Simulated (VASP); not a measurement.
Energy against volume of LiF (rock salt). Calculation: rev-vdW-DF2, VASP's PBE PAW potentials (set 64) (plane waves; VASP).

```tsv
V (Å³/atom)	E (eV/atom)
7.690	-3.69547
7.936	-3.70168
8.181	-3.70401
8.427	-3.70303
8.672	-3.69920
```

Question: Fit a third-order Birch-Murnaghan equation of state.

Answer: 
```yaml
volume_per_atom: 8.23 Å^3/atom
bulk_modulus: 70.4 GPa
pressure_derivative_of_the_bulk_modulus: 4.20
lattice_constant_a: 4.037 Å
```

The compound is LiF in the rock salt structure. It was relaxed first.
